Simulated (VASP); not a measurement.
A run of VASP 6.6.1 is set up as follows.

Contents of POSCAR:

```
CdClF
1.0
   10.0000000000      0.0000000000      0.0000000000
    0.0000000000     14.0000000000      0.0000000000
    0.0000000000      0.0000000000     10.0000000000
F Cd Cl
1 1 1
Direct
    0.4529200000      0.6467500000      0.4982800000
    0.4975700000      0.5127214300      0.5030100000
    0.5496800000      0.3562500000      0.5085200000
```

Contents of INCAR.step1:

```
SYSTEM = CdClF
ALGO = Normal ; EDIFF = 1E-5
ENCUT = 400 ; GGA = PE
ISIF = 2 ; ISMEAR = 0
LASPH = .TRUE. ; LREAL = .FALSE.
LWAVE = .TRUE. ; NBANDS = 20
NELM = 60 ; PREC = Accurate
SIGMA = 0.01
```

Contents of INCAR.step2:

```
SYSTEM = CdClF
AEXX = 0.25 ; ALGO = Normal
EDIFF = 1E-6 ; ENCUT = 400
HFRCUT = -1 ; ISIF = 2
ISMEAR = 0 ; ISTART = 1
LASPH = .TRUE. ; LCHARG = .TRUE.
LELF = .TRUE. ; LHFCALC = .TRUE.
LMIXTAU = .TRUE. ; LREAL = .FALSE.
LVACPOTAV = .TRUE. ; LVHAR = .TRUE.
LWAVE = .FALSE. ; METAGGA = R2SCAN
NBANDS = 20 ; NELM = 60
PREC = Accurate ; PRECFOCK = Fast
SIGMA = 0.01
```

Contents of KPOINTS:

```
k-points
0
G
  1 1 1
  0 0 0
```

Potentials or basis: VASP PAW PBE potentials, release 64 (F_s, Cd, Cl).

Command:

```sh
$ cat potpaw_PBE.64/F_s/POTCAR potpaw_PBE.64/Cd/POTCAR potpaw_PBE.64/Cl/POTCAR > POTCAR
$ cp INCAR.step1 INCAR
$ mpirun -np 1 vasp_gam > vasp.out
$ cp INCAR.step2 INCAR
$ mpirun -np 1 vasp_gam > vasp.out
```

(1) Predict the gap between the frontier levels.

(2) What does it give for the largest force?

Results:

(1) 7.21 eV.

(2) 0.283 eV/Å.

Caveat: the PAW data sets were made with another functional, which shifts forces and pressure a little.
